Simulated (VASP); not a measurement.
Energy against volume of SiC (zinc blende). Level of theory: r2SCAN+rVV10, VASP's PBE PAW potentials (set 64) (plane waves; VASP). Settings: 520 eV cut-off, 10×10×10 Γ-centred mesh, Gaussian smearing of 0.050 eV, potentials Si C.

| V (Å³/atom) | E (eV/atom) |
|---|---|
| 9.990 | -9.60384 |
| 10.299 | -9.61092 |
| 10.608 | -9.60472 |
| 10.917 | -9.58705 |

Fit these four points and predict the energy of the run at 9.681 Å³/atom.

A cubic in V^(−2/3), the third-order Birch-Murnaghan form, passes through the four points with V0 = 10.30 Å³/atom and B0 = 229 GPa, and gives -9.5814 eV/atom there. The run gave -9.5814 eV/atom, -0.0 meV/atom from the fit; all five points give B0 = 229 GPa.

The compound is SiC in the zinc blende structure. It was relaxed first.
